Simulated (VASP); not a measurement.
# HfMoC2 (P4/mmm) in VASP: a series of runs, part 2 of 2

VASP 6.6.1.

### Step 5. Equation of state, PBEsol, 11.65 Å³/atom (volume scaled by 1.02)

The input, INCAR:

```
SYSTEM = HfMoC2
PREC = Accurate
ENCUT = 520
EDIFF = 1E-7
ISMEAR = -1
SIGMA = 0.05
LREAL = .False.
LASPH = .True.
NELM = 60
ALGO = Normal
ISIF = 2
LWAVE = .False.
LCHARG = .False.
GGA = PS
NBANDS = 24
```

The input, KPOINTS:

```
regular mesh
0
Gamma
  8 8 6
  0 0 0
```

The input, POSCAR:

```
HfMoC2
1.0
    3.2125588676      0.0000000000      0.0000000000
    0.0000000000      3.2125588676      0.0000000000
    0.0000000000      0.0000000000      4.5148679385
Hf Mo C
1 1 2
Direct
    0.0000000000      0.0000000000      0.0000000000
    0.5000000000      0.5000000000      0.5000000000
    0.5000000000      0.5000000000      0.0000000000
    0.0000000000      0.0000000000      0.5000000000
```

The run is started by

```
cat potpaw_PBE.64/Hf_pv/POTCAR potpaw_PBE.64/Mo_sv/POTCAR potpaw_PBE.64/C/POTCAR > POTCAR
mpirun -np 1 vasp_std > vasp.out
```

It took 44 s on 1 thread of Intel Xeon Platinum 8488C (Sapphire Rapids), shared host; peak memory 0.2 GiB.

It converged, with:

```
Free energy            : -43.2802 eV
Pressure               : -13.9 GPa
Band gap on the k mesh : none (metal or under the smearing width)
```

Caveat: the PAW data sets were made with another functional, which shifts forces and pressure a little.

### Step 6. Equation of state, PBEsol, 11.88 Å³/atom (volume scaled by 1.04)

INCAR is that of step 5.

KPOINTS is that of step 5.

The input, POSCAR:

```
HfMoC2
1.0
    3.2334202240      0.0000000000      0.0000000000
    0.0000000000      3.2334202240      0.0000000000
    0.0000000000      0.0000000000      4.5441860843
Hf Mo C
1 1 2
Direct
    0.0000000000      0.0000000000      0.0000000000
    0.5000000000      0.5000000000      0.5000000000
    0.5000000000      0.5000000000      0.0000000000
    0.0000000000      0.0000000000      0.5000000000
```

Potentials or basis: VASP PAW PBE potentials, release 64 (Hf_pv, Mo_sv, C).

The run is started by

```
cat potpaw_PBE.64/Hf_pv/POTCAR potpaw_PBE.64/Mo_sv/POTCAR potpaw_PBE.64/C/POTCAR > POTCAR
mpirun -np 1 vasp_std > vasp.out
```

Run time: 40 s. Hardware: 1 thread of Intel Xeon Platinum 8488C (Sapphire Rapids), shared host; peak memory 0.2 GiB.

It converged, with:

```yaml
Free_energy: -43.1885 eV
Pressure: -18.3 GPa
Band_gap_on_the_k_mesh: none (metal or under the smearing width)
```

Caveat: the PAW data sets were made with another functional, which shifts forces and pressure a little.

### Step 7. Equation of state, PBEsol, 12.11 Å³/atom (volume scaled by 1.06)

INCAR is that of step 6.

KPOINTS is that of step 6.

The input, POSCAR:

```
HfMoC2
1.0
    3.2540158126      0.0000000000      0.0000000000
    0.0000000000      3.2540158126      0.0000000000
    0.0000000000      0.0000000000      4.5731307251
Hf Mo C
1 1 2
Direct
    0.0000000000      0.0000000000      0.0000000000
    0.5000000000      0.5000000000      0.5000000000
    0.5000000000      0.5000000000      0.0000000000
    0.0000000000      0.0000000000      0.5000000000
```

The run is started by

```
cat potpaw_PBE.64/Hf_pv/POTCAR potpaw_PBE.64/Mo_sv/POTCAR potpaw_PBE.64/C/POTCAR > POTCAR
mpirun -np 1 vasp_std > vasp.out
```

It took 36 s on 1 thread of Intel Xeon Platinum 8488C (Sapphire Rapids), shared host; peak memory 0.2 GiB.

Results (log left out):

```
Free energy            : -43.0726 eV
Pressure               : -22.3 GPa
Band gap on the k mesh : none (metal or under the smearing width)
```

Caveat: the PAW data sets were made with another functional, which shifts forces and pressure a little.

### Step 8. Equation of state, PBEsol

This step only gathers the single runs of the series.

Results:

| Property | Result |
| --- | --- |
| Equilibrium volume | 11.07 Å³/atom |
| Bulk modulus at fixed shape and positions | 301 GPa |
| Pressure derivative of the bulk modulus | 4.2 |

Energy against volume, from the lowest point:
| volume (Å³/atom) | energy (meV/atom) |
| --- | --- |
| 10.735 | 8.96 |
| 10.964 | 0.00 |
| 11.192 | 0.34 |
| 11.421 | 9.04 |
| 11.649 | 25.23 |
| 11.877 | 48.16 |
| 12.106 | 77.13 |

Caveat: the cell was scaled at fixed shape and fractional positions, which overstates the stiffness of a crystal with free parameters, most of all of layers and chains; the PAW data sets were made with another functional, which shifts forces and pressure a little. Spin-orbit coupling is left out, which matters for the levels of Hf.

### Step 9. Equation of state, PBE, 10.74 Å³/atom (volume scaled by 0.94)

The input, INCAR:

```
SYSTEM = HfMoC2
PREC     = Accurate       ! precision mode
ENCUT    = 520            ! plane-wave cutoff, eV
EDIFF    = 1E-7           ! SCF threshold, eV
ISMEAR   = -1             ! smearing method
SIGMA    = 0.05           ! smearing width, eV
LREAL    = .FALSE.        ! projectors in reciprocal space
LASPH    = .TRUE.         ! aspherical terms in the spheres
NELM     = 80             ! most SCF steps
ALGO     = Normal         ! electronic algorithm
ISIF     = 2              ! what is computed and relaxed
LWAVE    = .FALSE.        ! write WAVECAR
LCHARG   = .FALSE.        ! write CHGCAR
GGA      = PE             ! functional
NBANDS   = 24             ! bands
```

The input, KPOINTS:

```
regular mesh
0
G
  8 8 6
  0 0 0
```

The input, POSCAR:

```
HfMoC2
1.0
    3.1262736378      0.0000000000      0.0000000000
    0.0000000000      3.1262736378      0.0000000000
    0.0000000000      0.0000000000      4.3936043497
Hf Mo C
1 1 2
Direct
    0.0000000000      0.0000000000      0.0000000000
    0.5000000000      0.5000000000      0.5000000000
    0.5000000000      0.5000000000      0.0000000000
    0.0000000000      0.0000000000      0.5000000000
```

Potentials or basis: VASP PAW PBE potentials, release 64 (Hf_pv, Mo_sv, C).

The run is started by

```
cat potpaw_PBE.64/Hf_pv/POTCAR potpaw_PBE.64/Mo_sv/POTCAR potpaw_PBE.64/C/POTCAR > POTCAR
mpirun -np 1 vasp_std > vasp.out
```

Run time: 30 s. Hardware: 1 thread of AMD EPYC 9R45 (Zen 5), shared host; peak memory 0.17 GiB.

It converged, with:

- Free energy: -40.6527 eV
- Pressure: 18.0 GPa
- Band gap on the k mesh: none (metal or under the smearing width)

### Step 10. Equation of state, PBE, 10.96 Å³/atom (volume scaled by 0.96)

The input, INCAR:

```
SYSTEM = HfMoC2
PREC = Accurate
ENCUT = 520
EDIFF = 1E-7
ISMEAR = -1
SIGMA = 0.05
LREAL = .FALSE.
LASPH = .TRUE.
NELM = 60
ALGO = Normal
ISIF = 2
LWAVE = .FALSE.
LCHARG = .FALSE.
GGA = PE
NBANDS = 24
```

KPOINTS is that of step 9.

The input, POSCAR:

```
HfMoC2
1.0
    3.1482903748      0.0000000000      0.0000000000
    0.0000000000      3.1482903748      0.0000000000
    0.0000000000      0.0000000000      4.4245462449
Hf Mo C
1 1 2
Direct
    0.0000000000      0.0000000000      0.0000000000
    0.5000000000      0.5000000000      0.5000000000
    0.5000000000      0.5000000000      0.0000000000
    0.0000000000      0.0000000000      0.5000000000
```

The run is started by

```
cat potpaw_PBE.64/Hf_pv/POTCAR potpaw_PBE.64/Mo_sv/POTCAR potpaw_PBE.64/C/POTCAR > POTCAR
mpirun -np 1 vasp_std > vasp.out
```

It took 30 s on 1 thread of AMD EPYC 9R45 (Zen 5), shared host; peak memory 0.17 GiB.

The run converged. Its results:

```
Free energy            : -40.7352 eV
Pressure               : 10.9 GPa
Band gap on the k mesh : none (metal or under the smearing width)
```

### Step 11. Equation of state, PBE, 11.19 Å³/atom (volume scaled by 0.98)

The input, INCAR:

```
SYSTEM = HfMoC2
ALGO     = Normal         ! electronic algorithm
EDIFF    = 1E-7           ! SCF threshold, eV
ENCUT    = 520            ! plane-wave cutoff, eV
GGA      = PE             ! functional
ISIF     = 2              ! what is computed and relaxed
ISMEAR   = -1             ! smearing method
LASPH    = .True.         ! aspherical terms in the spheres
LCHARG   = .False.        ! write CHGCAR
LREAL    = .False.        ! projectors in reciprocal space
LWAVE    = .False.        ! write WAVECAR
NBANDS   = 24             ! bands
NELM     = 100            ! most SCF steps
PREC     = Accurate       ! precision mode
SIGMA    = 0.05           ! smearing width, eV
```

The input, KPOINTS:

```
k-points
0
Gamma
  8 8 6
  0 0 0
```

The input, POSCAR:

```
HfMoC2
1.0
    3.1700034083      0.0000000000      0.0000000000
    0.0000000000      3.1700034083      0.0000000000
    0.0000000000      0.0000000000      4.4550613212
Hf Mo C
1 1 2
Direct
    0.0000000000      0.0000000000      0.0000000000
    0.5000000000      0.5000000000      0.5000000000
    0.5000000000      0.5000000000      0.0000000000
    0.0000000000      0.0000000000      0.5000000000
```

The run is started by

```
cat potpaw_PBE.64/Hf_pv/POTCAR potpaw_PBE.64/Mo_sv/POTCAR potpaw_PBE.64/C/POTCAR > POTCAR
mpirun -np 1 vasp_std > vasp.out
```

Run time: 31 s. Hardware: 1 thread of AMD EPYC 9R45 (Zen 5), shared host; peak memory 0.17 GiB.

It converged, with:

```yaml
Free_energy: -40.7789 eV
Pressure: 4.4 GPa
Band_gap_on_the_k_mesh: none (metal or under the smearing width)
```

### Step 12. Equation of state, PBE, 11.65 Å³/atom (volume scaled by 1.02)

The input, INCAR:

```
SYSTEM = HfMoC2
PREC = Accurate
ENCUT = 520
EDIFF = 1E-7
ISMEAR = -1
SIGMA = 0.05
LREAL = .FALSE.
LASPH = .TRUE.
NELM = 100
ALGO = Normal
ISIF = 2
LWAVE = .FALSE.
LCHARG = .FALSE.
GGA = PE
NBANDS = 24
```

The input, KPOINTS:

```
Automatic mesh
0
G
  8 8 6
  0 0 0
```

The input, POSCAR:

```
HfMoC2
1.0
    3.2125588676      0.0000000000      0.0000000000
    0.0000000000      3.2125588676      0.0000000000
    0.0000000000      0.0000000000      4.5148679385
Hf Mo C
1 1 2
Direct
    0.0000000000      0.0000000000      0.0000000000
    0.5000000000      0.5000000000      0.5000000000
    0.5000000000      0.5000000000      0.0000000000
    0.0000000000      0.0000000000      0.5000000000
```

Potentials or basis: VASP PAW PBE potentials, release 64 (Hf_pv, Mo_sv, C).

The run is started by

```
cat potpaw_PBE.64/Hf_pv/POTCAR potpaw_PBE.64/Mo_sv/POTCAR potpaw_PBE.64/C/POTCAR > POTCAR
mpirun -np 1 vasp_std > vasp.out
```

Run time: 31 s. Hardware: 1 thread of AMD EPYC 9R45 (Zen 5), shared host; peak memory 0.17 GiB.

It converged, with:

```
Free energy            : -40.7654 eV
Pressure               : -6.6 GPa
Band gap on the k mesh : none (metal or under the smearing width)
```

### Step 13. Equation of state, PBE, 11.88 Å³/atom (volume scaled by 1.04)

The input, INCAR:

```
ALGO     = Normal         # electronic algorithm
EDIFF    = 1E-7           # SCF threshold, eV
ENCUT    = 520            # plane-wave cutoff, eV
GGA      = PE             # functional
ISIF     = 2              # what is computed and relaxed
ISMEAR   = -1             # smearing method
LASPH    = True           # aspherical terms in the spheres
LCHARG   = False          # write CHGCAR
LREAL    = False          # projectors in reciprocal space
LWAVE    = False          # write WAVECAR
NBANDS   = 24             # bands
NELM     = 80             # most SCF steps
PREC     = Accurate       # precision mode
SIGMA    = 0.05           # smearing width, eV
```

The input, KPOINTS:

```
k-points
0
Gamma
  8 8 6
```

The input, POSCAR:

```
HfMoC2
1.0
    3.2334202240      0.0000000000      0.0000000000
    0.0000000000      3.2334202240      0.0000000000
    0.0000000000      0.0000000000      4.5441860843
Hf Mo C
1 1 2
Direct
    0.0000000000      0.0000000000      0.0000000000
    0.5000000000      0.5000000000      0.5000000000
    0.5000000000      0.5000000000      0.0000000000
    0.0000000000      0.0000000000      0.5000000000
```

The run is started by

```
cat potpaw_PBE.64/Hf_pv/POTCAR potpaw_PBE.64/Mo_sv/POTCAR potpaw_PBE.64/C/POTCAR > POTCAR
mpirun -np 1 vasp_std > vasp.out
```

It took 32 s on 1 thread of AMD EPYC 9R45 (Zen 5), shared host; peak memory 0.18 GiB.

Results (log left out):

- Free energy: -40.7146 eV
- Pressure: -11.3 GPa
- Band gap on the k mesh: none (metal or under the smearing width)

### Step 14. Equation of state, PBE, 12.11 Å³/atom (volume scaled by 1.06)

The input, INCAR:

```
ALGO = Normal
EDIFF = 1E-7
ENCUT = 520
GGA = PE
ISIF = 2
ISMEAR = -1
LASPH = T
LCHARG = F
LREAL = F
LWAVE = F
NBANDS = 24
NELM = 80
PREC = Accurate
SIGMA = 0.05
```

KPOINTS is that of step 13.

The input, POSCAR:

```
HfMoC2
1.0
    3.2540158126      0.0000000000      0.0000000000
    0.0000000000      3.2540158126      0.0000000000
    0.0000000000      0.0000000000      4.5731307251
Hf Mo C
1 1 2
Direct
    0.0000000000      0.0000000000      0.0000000000
    0.5000000000      0.5000000000      0.5000000000
    0.5000000000      0.5000000000      0.0000000000
    0.0000000000      0.0000000000      0.5000000000
```

The run is started by

```
cat potpaw_PBE.64/Hf_pv/POTCAR potpaw_PBE.64/Mo_sv/POTCAR potpaw_PBE.64/C/POTCAR > POTCAR
mpirun -np 1 vasp_std > vasp.out
```

Wall time 34 s (1 thread of AMD EPYC 9R45 (Zen 5), shared host); peak memory 0.18 GiB.

The run converged. Its results:

```
Free energy            : -40.6385 eV
Pressure               : -15.5 GPa
Band gap on the k mesh : none (metal or under the smearing width)
```

### Step 15. Equation of state, PBE

Potentials or basis: VASP PAW PBE potentials, release 64 (Hf_pv, Mo_sv, C).

No new run: the results of the series are fitted here.

What came out:

```yaml
Equilibrium_volume: 11.37 Å³/atom
Bulk_modulus_at_fixed_shape_and_positions: 280 GPa
Pressure_derivative_of_the_bulk_modulus: 4.2
```

Energy against volume, from the lowest point:
| volume (Å³/atom) | energy (meV/atom) |
| --- | --- |
| 10.735 | 33.77 |
| 10.964 | 13.16 |
| 11.192 | 2.22 |
| 11.421 | 0.00 |
| 11.649 | 5.61 |
| 11.877 | 18.29 |
| 12.106 | 37.32 |

Caveat: the cell was scaled at fixed shape and fractional positions, which overstates the stiffness of a crystal with free parameters, most of all of layers and chains.
